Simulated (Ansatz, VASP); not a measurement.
# Cross-check of Ge (amorphous Ge) between VASP and Ansatz, part 3 of 3

One calculation is typed for both programs; each brings its own data sets. How far apart do they land? Of the first pair: The structure shown is the start of the Ansatz relaxation below; VASP solves that cell, so the two are compared at the walk's first step.

VASP 6.6.1 and Ansatz 0.2.0.

So far. Step 3 (VASP: single point, r2SCAN, start cell, pair 1): The run ends at a pressure of -3.85 GPa, with forces up to 0.88 eV/Å.

## Step 6: VASP: single point, r2SCAN, relaxed cell, pair 2

Level of this step: r2SCAN; plane waves and PAW (Ge_d) (VASP).

The same cell, functional, mesh and smearing now go to VASP, with its own data sets.

INCAR

```
SYSTEM = Ge
PREC = Accurate
ENCUT = 450
EDIFF = 1E-06
NELM = 120
ISMEAR = -1
SIGMA = 0.025
LREAL = Auto
ALGO = Normal
METAGGA = R2SCAN
LASPH = .TRUE.
NBANDS = 495
LORBIT = 11
LWAVE = .FALSE.
LCHARG = .FALSE.
ISIF = 2
GGA_COMPAT = .FALSE.
EFERMI = MIDGAP
LMIXTAU = .TRUE.
```

POSCAR

```
Ge
1.0
   11.7217000000      0.0000000000      0.0000000000
    0.0000000000     11.7217000000      0.0000000000
    0.0000000000      0.0000000000     11.7217000000
Ge
61
Direct
    0.6244400000      0.1623900000      0.7592500000
    0.2217200000      0.3805300000      0.6726700000
    0.4035600000      0.5969400000      0.1519700000
    0.3623500000      0.7796800000      0.4440900000
    0.4316000000      0.7570700000      0.0195300000
    0.5046100000      0.6527700000      0.3418900000
    0.1863200000      0.5557800000      0.1689300000
    0.4208000000      0.8564900000      0.6463000000
    0.1114600000      0.6350400000      0.9819600000
    0.1520300000      0.1778300000      0.0315100000
    0.3073000000      0.9449400000      0.3222100000
    0.7733300000      0.8800300000      0.2142500000
    0.3664300000      0.5019600000      0.8059400000
    0.9832000000      0.2454800000      0.9166200000
    0.6517800000      0.1054400000      0.9755300000
    0.2839000000      0.1766500000      0.6178600000
    0.1234000000      0.0428900000      0.6698000000
    0.6739900000      0.4150800000      0.9576700000
    0.3358900000      0.2798000000      0.0938100000
    0.5592000000      0.1637100000      0.3142100000
    0.2588400000      0.4572500000      0.4682800000
    0.4744600000      0.4886800000      0.4752000000
    0.0068600000      0.3947100000      0.7576300000
    0.8175400000      0.9860900000      0.5147000000
    0.7954400000      0.2538700000      0.0374200000
    0.1834100000      0.6649200000      0.4639500000
    0.6643200000      0.3775200000      0.7467900000
    0.9892100000      0.8518300000      0.2180900000
    0.8609600000      0.2269500000      0.2493100000
    0.4860400000      0.1234000000      0.1137600000
    0.7491800000      0.7872800000      0.5744600000
    0.9602500000      0.0754200000      0.7990300000
    0.0887100000      0.7827300000      0.6201500000
    0.2097600000      0.9717000000      0.9770800000
    0.2852600000      0.6865500000      0.8785600000
    0.9036000000      0.8911000000      0.8816700000
    0.3714800000      0.9432600000      0.1123600000
    0.6243700000      0.7394400000      0.9290300000
    0.8167800000      0.3869700000      0.3949900000
    0.5859500000      0.7381800000      0.7129300000
    0.0735100000      0.1897700000      0.2322100000
    0.0274100000      0.9533900000      0.5083200000
    0.0465900000      0.6614600000      0.2978300000
    0.9421200000      0.5732200000      0.8623600000
    0.7492600000      0.0592000000      0.3247300000
    0.9095100000      0.7421200000      0.7245200000
    0.8105800000      0.1297300000      0.6630600000
    0.2442400000      0.8647100000      0.7682600000
    0.4526400000      0.4357700000      0.9996100000
    0.5328700000      0.5327800000      0.6770200000
    0.7741100000      0.5901700000      0.0109400000
    0.8489600000      0.5681600000      0.2663800000
    0.4661500000      0.0627000000      0.6404300000
    0.7138600000      0.7158300000      0.3542700000
    0.7261400000      0.9086100000      0.9994200000
    0.1028500000      0.9965700000      0.3200200000
    0.6114700000      0.3483600000      0.3961500000
    0.3983700000      0.1026200000      0.4400900000
    0.0541700000      0.8359700000      0.0189600000
    0.2147100000      0.3604000000      0.2625400000
    0.8404200000      0.3361800000      0.6201400000
```

KPOINTS

```
Automatic mesh
0
Gamma
1 1 1
0 0 0
```

PAW data sets: Ge_d (PBE family, release 64).

Launch:

```
$ export OMP_NUM_THREADS=3
$ mpirun -np 1 vasp_gam
```

Numbers of over 12 decimals in the logs are rounded to 6 here.

The program printed:

```text
[banner, memory and clock lines left out]
running    1 mpi-ranks, on    1 nodes
[...]
Offloading initialized ...    1 GPUs detected
[...]
[... a notice as in an earlier step ...]

 LDA part: xc-table for (None), standard interpolation
 POSCAR, INCAR and KPOINTS ok, starting setup
[...]
entering main loop
       N       E                     dE             d eps       ncg     rms          rms(c)
DAV:   1     0.168168194920E+05    0.16817E+05   -0.33972E+05  1054   0.501E+03
DAV:   2     0.345495912053E+04   -0.13362E+05   -0.12910E+05  1006   0.116E+03
DAV:   3    -0.861672752973E+02   -0.35411E+04   -0.34094E+04  1022   0.314E+02
DAV:   4    -0.832327615952E+03   -0.74616E+03   -0.68730E+03  1116   0.136E+02
[...]
DAV:  18    -0.829403317719E+03   -0.72393E-05   -0.65987E-05  1220   0.397E-02    0.221E-03
DAV:  19    -0.829403320304E+03   -0.25850E-05   -0.27820E-05   876   0.183E-02    0.216E-03
DAV:  20    -0.829403319953E+03    0.35125E-06   -0.17949E-06   612   0.172E-02
   1 F= -.82940332E+03 E0= -.82939786E+03  d E =-.109211E-01
```

Parts of OUTCAR (step 6):

```text
  Total      -37.6915919    -23.9120608    -61.0428632      3.7878797     -5.5473155     -3.0293600
  in kB      -37.4958546    -23.7878824    -60.7258598      3.7682088     -5.5185076     -3.0136281
  external PRESSURE =     -40.6698656 kB  Pullay stress =       0.0000000 kB

 POSITION                                       TOTAL-FORCE (eV/Angst)
 -----------------------------------------------------------------------------------
      7.31950      1.90349      8.89970        -0.005934      0.004921     -0.006293
      2.59894      4.46046      7.88484        -0.013215      0.000377      0.023356
      4.73041      6.99715      1.78135         0.005918     -0.011707      0.016263
      4.24736      9.13918      5.20549        -0.003432     -0.017929      0.014319
      5.05909      8.87415      0.22892         0.004417      0.003545      0.004093
      5.91489      7.65157      4.00753        -0.009830     -0.000497     -0.001250
      2.18399      6.51469      1.98015         0.006727      0.002356     -0.001489
      4.93249     10.03952      7.57573        -0.007691     -0.013256      0.002063
      1.30650      7.44375     11.51024        -0.024358     -0.008041      0.009423
      1.78205      2.08447      0.36935        -0.002177      0.006699     -0.021546
      3.60208     11.07630      3.77685         0.007583     -0.007925     -0.010569
      9.06474     10.31545      2.51137        -0.015918      0.001981      0.008813
      4.29518      5.88382      9.44699        -0.008230     -0.001055      0.005818
     11.52478      2.87744     10.74434         0.011327      0.015878      0.008346
[...]
-----------------------------------------------------------------------------------
    total drift:                               -0.030272      0.008564      0.043287

  FREE ENERGIE OF THE ION-ELECTRON SYSTEM (eV)
  ---------------------------------------------------
  free  energy   TOTEN  =      -829.4033199531 eV

  energy  without entropy=     -829.3923988835  energy(sigma->0) =     -829.39785942

[... 2 parts as in an earlier step ...]

[... 1 further part left out ...]
[key lines of the parts left out:]
E-fermi :   3.2684
```

The run ends at a pressure of -4.07 GPa, with forces up to 0.077 eV/Å.

## Step 7: Differences

The two programs side by side:

| quantity | Ansatz | VASP | difference |
| --- | --- | --- | --- |
| gap on the k mesh (eV) | 0.190 | 0.188 | +0.002 |

At this near-relaxed geometry the largest component of a force difference is 18 meV/Å. A gap on the mesh is an upper bound, since the band edges may lie between its points.

## Step 8: Results

| Item | Value |
| --- | --- |
| r.m.s. force difference (single point, r2SCAN, start cell, pair 1) | 3.9 % of the r.m.s. force |
| difference in gap on the k mesh (single point, r2SCAN, relaxed cell, pair 2) | 0.0020 eV |
| r.m.s. force difference (single point, r2SCAN, relaxed cell, pair 2) | 7.9 meV/Å |

The r.m.s. force difference is 3.9 % of the r.m.s. force (single point, r2SCAN, start cell, pair 1), beyond the 3 % picked in this series as the mark of a large difference. Such differences can come from data sets, numerical settings and the points named under the comparisons, not from the functional's error against experiment.

[Lines on the potential files, build, host, timing and source positions are cut from VASP's logs without a mark.]

[Logs are printed without paths, hosts, clocks, repeated set-up lines and the standing remarks that a program may print on its own settings, such as how far it seeks lower states.]

[Hosts, paths, dates, database ids (printed as entryN), source tags and the programs' standing remarks are cut or masked in the printed files.]
